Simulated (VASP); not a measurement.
# ZnCd2SeS2 (Imm2) in VASP: single point with PBE

Aim: the single point of ZnCd2SeS2 with PBE.

Program: VASP 6.6.1. These are calculated values, not measurements. Logs are shortened: lines on timing, memory, paths and dates and some standing lists are left out, and cuts for length are marked.

### 1 The structure

The structure is orthorhombic, space group Imm2 (No. 44). Conventional cell: a = 4.142 Å, b = 12.374 Å, c = 5.899 Å, α = 90.00°, β = 90.00°, γ = 90.00°. Around Zn (site symmetry mm2) lie 2 S at 2.36 Å and 2 Se at 2.50 Å. Cd (site symmetry m) is surrounded by 3 S at 2.57 Å and 1 Se at 2.68 Å. Se (site symmetry mm2) is surrounded by 2 Zn at 2.50 Å and 2 Cd at 2.68 Å. Around S (site symmetry m) lie 1 Zn at 2.36 Å and 3 Cd at 2.57 Å.

The cell was built by a generator and needn't be a form met in nature.

### 2 Single point, PBE

Input file INCAR:

```
SYSTEM = ZnCd2SeS2
ALGO = Fast
EDIFF = 1E-5
ENCUT = 520
GGA = PE
ISIF = 2
ISMEAR = 0
KPAR = 2
LASPH = .TRUE.
LCHARG = .FALSE.
LREAL = Auto
LWAVE = .FALSE.
NBANDS = 66
NELM = 80
PREC = Normal
SIGMA = 0.05
```

Input file KPOINTS:

```
k-points
0
G
  5 5 5
  0 0 0
```

Input file POSCAR:

```
ZnCd2SeS2
1.0
   -2.0709000000      6.1867700000      2.9496600000
    2.0709000000     -6.1867700000      2.9496600000
    4.1418000000     12.3735400000     -5.8993200000
Zn Cd Se S
2 4 2 4
Direct
    0.9844950000      0.9844950000      0.0000000000
    0.9844950000      0.9844950000      0.5000000000
    0.3388870000      0.0072890000      0.1657990000
    0.3388870000      0.0072890000      0.6657990000
    0.6756910000      0.0072890000      0.3342010000
    0.6756910000      0.0072890000      0.8342010000
    0.2224050000      0.7224050000      0.2500000000
    0.2224050000      0.7224050000      0.7500000000
    0.6051520000      0.7642610000      0.4204455000
    0.6051520000      0.7642610000      0.9204455000
    0.9233700000      0.7642610000      0.0795545000
    0.9233700000      0.7642610000      0.5795545000
```

Potentials or basis: VASP PAW PBE potentials, release 64 (Zn, Cd, Se, S).

The run is started by

```console
> cat potpaw_PBE.64/Zn/POTCAR potpaw_PBE.64/Cd/POTCAR potpaw_PBE.64/Se/POTCAR potpaw_PBE.64/S/POTCAR > POTCAR
> mpirun -np 2 vasp_std > vasp.out
```

OUTCAR:

```text
SYSTEM = ZnCd2SeS2
   EDIFF = 1E-5
   ENCUT = 520
   GGA = PE
   ISIF = 2
   ISMEAR = 0
   LASPH = .TRUE.
   LREAL = Auto
   NELM = 80
   PREC = Normal

 ion  position               nearest neighbor table
   1  0.984  0.984  0.000-  10 2.36  11 2.36   7 2.50   8 2.50
   2  0.984  0.984  0.500-   9 2.36  12 2.36   8 2.50   7 2.50
   3  0.339  0.007  0.166-  10 2.57   9 2.57  11 2.57   7 2.68
   4  0.339  0.007  0.666-   9 2.57  10 2.57  12 2.57   8 2.68
   5  0.676  0.007  0.334-  11 2.57  12 2.57   9 2.57   7 2.68
   6  0.676  0.007  0.834-  12 2.57  11 2.57  10 2.57   8 2.68
   7  0.222  0.722  0.250-   2 2.50   1 2.50   3 2.68   5 2.68
   8  0.222  0.722  0.750-   1 2.50   2 2.50   4 2.68   6 2.68
   9  0.605  0.764  0.420-   2 2.36   4 2.57   3 2.57   5 2.57
  10  0.605  0.764  0.920-   1 2.36   3 2.57   4 2.57   6 2.57
  11  0.923  0.764  0.080-   1 2.36   5 2.57   6 2.57   3 2.57
  12  0.923  0.764  0.580-   2 2.36   6 2.57   5 2.57   4 2.57

  LATTYP: Found a base centered monoclinic cell.
 ALAT       =    13.0483332028
 B/A-ratio  =     0.4521129180
 C/A-ratio  =     0.6348397049
 COS(beta)  =    -0.3174198525

  Lattice vectors:

 A1 = (  -2.0709000000,   6.1867700000,  -2.9496600000)
 A2 = (  -2.0709000000,   6.1867700000,   2.9496600000)
 A3 = (   8.2836000000,   0.0000000000,   0.0000000000)

Analysis of symmetry for initial positions (statically):
=====================================================================
 Subroutine PRICEL returns following result:

  LATTYP: Found a body centered orthorhombic cell.
 ALAT       =     4.1418000000
 B/A-ratio  =     1.4243372447
 C/A-ratio  =     2.9874788739

  Lattice vectors:

 A1 = (  -2.0709000000,   6.1867700000,  -2.9496600000)
 A2 = (   2.0709000000,   6.1867700000,   2.9496600000)
 A3 = (   2.0709000000,  -6.1867700000,  -2.9496600000)

   2 primitive cells build up your supercell.

 Routine SETGRP: Setting up the symmetry group for a
 base centered monoclinic supercell.

 Subroutine GETGRP returns: Found  2 space group operations
 (whereof  2 operations were pure point group operations)
 out of a pool of  4 trial point group operations.

The static configuration has the point symmetry C_2 .

Analysis of symmetry for dynamics (positions and initial velocities):
[... 137 lines left out ...]
   ISIF   =      2    stress and relaxation
   ISYM   =      2    0-nonsym 1-usesym 2-fastsym
   POTIM  = 0.5000    time-step for ionic-motion
   TEBEG  =    0.0;   TEEND  =   0.0 temperature during run
   PSTRESS=    0.0 pullay stress
   NELECT =     108.0000    total number of electrons
   NUPDOWN=      -1.0000    fix difference up-down
   EMIN   =  10.00;   EMAX   =-10.00  energy-range for DOS
   EFERMI =   0.00;   METHOD = LEGACY
   ISMEAR =     0;   SIGMA  =   0.05  broadening in eV -4-tet -1-fermi 0-gaus
   EFERMI_NEDOS =   21; number of points for ismear=-14 and -15
   IALGO  =     68    algorithm
   IMIX   =      4    mixing-type and parameters
     AMIX     =   0.40;   BMIX     =  1.00
     AMIX_MAG =   1.60;   BMIX_MAG =  1.00
  volume/ion in A,a.u.               =      25.19       170.02
  Fermi-wavevector in a.u.,A,eV,Ry     =   1.161594  2.195095 18.358353  1.349301
  Thomas-Fermi vector in A             =   2.298164
   LORBIT       =      0    0 simple, 1 ext, 2 COOP (PROOUT), +10 PAW based schemes
   GGA     = PE    functional components
   LHFCALC =     F    Hartree Fock is set to
   AEXX    =    0.0000 exact exchange contribution
   IVDW    =     0    specifies the selected vdW correction
   LEPSILON=     F    determine dielectric tensor
   LRPA    =     F    only Hartree local field effects (RPA)
 non-spin polarized calculation
 RMM-DIIS sequential band-by-band and
 Gauss-broadening in eV      SIGMA  =   0.05
  energy-cutoff  :      520.00
  volume of cell :      302.33
 maximum number of plane-waves:      8173
   NGX = 27   NGY = 27   NGZ = 53

 number of electron     108.0000040 magnetization

 Free energy of the ion-electron system (eV)
  ---------------------------------------------------
  ext. energy  EPLUGINS =         0.00000000
  ---------------------------------------------------
  free energy    TOTEN  =       -36.78073654 eV

  energy without entropy =      -36.78073654  energy(sigma->0) =      -36.78073654

 E-fermi :   1.3383     XC(G=0):  -9.0109

 val. band max:        1.0791668693   @ k =   0.0000   0.0000   0.0000
 cond. band min:       2.0952730297   @ k =   0.0000   0.0000   0.0000
 fundamental gap:      1.0161061604
 Fermi energy:         1.3383372299

 k-point     1 :       0.0000    0.0000    0.0000
  band No.  band energies     occupation
      1     -11.3716      2.00000
      2     -10.8691      2.00000
      3     -10.7825      2.00000
      4     -10.7394      2.00000
      5     -10.7050      2.00000
      6     -10.6911      2.00000
[... 1645 lines left out ...]
     65       6.8743      0.00000
     66       7.5172      0.00000

 [... further k-points ...]

------------------------ aborting loop because EDIFF is reached ----------------------------------------

  FORCE on cell =-STRESS in cart. coord.  units (eV):
  Direction    XX          YY          ZZ          XY          YZ          ZX
  --------------------------------------------------------------------------------------
  -------------------------------------------------------------------------------------
  Total        0.0479565      0.0375879      0.0087922     -0.0014158      0.0000000      0.0000000
  in kB        0.2541399      0.1991928      0.0465931     -0.0075031      0.0000000      0.0000000
  external PRESSURE =       0.1666419 kB  Pullay stress =       0.0000000 kB

 VOLUME and BASIS-vectors are now :
 -----------------------------------------------------------------------------
  energy-cutoff  :      520.00
  volume of cell :      302.33
      direct lattice vectors                 reciprocal lattice vectors
    -2.070900000  6.186770000  2.949660000     0.000000000  0.080817616  0.169511062
     2.070900000 -6.186770000  2.949660000     0.241440919  0.000000000  0.169511062
     4.141800000 12.373540000 -5.899320000     0.120720460  0.040408808  0.000000000

 POSITION                                       TOTAL-FORCE (eV/Angst)
 -----------------------------------------------------------------------------------
      0.00000      0.00000      5.80785        -0.000000      0.000000     -0.004395
      2.07090      6.18677      2.85819        -0.000000      0.000000     -0.004395
      0.00000      4.10304      0.04300         0.000013      0.018327      0.007581
      2.07090     10.28981     -2.90666         0.000013      0.018327      0.007581
      0.00000      8.27050      0.04300        -0.000013     -0.018327      0.007581
      2.07090     14.45727     -2.90666        -0.000013     -0.018327      0.007581
      2.07090     -0.00000      1.31204         0.000000      0.000000     -0.009652
      4.14180      6.18677     -1.63762         0.000000      0.000000     -0.009652
      2.07090      4.21803      1.55896        -0.000017      0.003306     -0.000557
      4.14180     10.40480     -1.39070        -0.000017      0.003306     -0.000557
     -0.00000      1.96874      4.50862         0.000017     -0.003306     -0.000557
      2.07090      8.15551      1.55896         0.000017     -0.003306     -0.000557
 -----------------------------------------------------------------------------------
    total drift:                                0.000063      0.000071      0.022024

  FREE ENERGIE OF THE ION-ELECTRON SYSTEM (eV)
  ---------------------------------------------------
  free  energy   TOTEN  =       -36.7807365352 eV

  energy  without entropy=      -36.7807365352  energy(sigma->0) =      -36.78073654
```

It took 3.7 min on 2 MPI ranks of Intel Xeon 6975P-C (Granite Rapids), shared host; peak memory 0.66 GiB.

Results:

- Free energy: -36.7807 eV
- Pressure: 0.0 GPa
- Largest force: 0.020 eV/Å
- Band gap on the k mesh: 1.02 eV

Forces in eV/Å, atoms in the order of the input:
```
Zn   0.000  0.000 -0.004
Zn   0.000  0.000 -0.004
Cd   0.000  0.018  0.008
Cd   0.000  0.018  0.008
Cd   0.000 -0.018  0.008
Cd   0.000 -0.018  0.008
Se   0.000  0.000 -0.010
Se   0.000  0.000 -0.010
S    0.000  0.003 -0.001
S    0.000  0.003 -0.001
S    0.000 -0.003 -0.001
S    0.000 -0.003 -0.001
```

Levels at points of the mesh, in eV from the valence-band top:
| k point | band 52 | band 53 | band 54 | band 55 | band 56 | band 57 |
| --- | --- | --- | --- | --- | --- | --- |
| (0.00, 0.00, 0.00) | -0.06 | -0.04 | 0.00 | 1.02 | 3.40 | 3.80 |
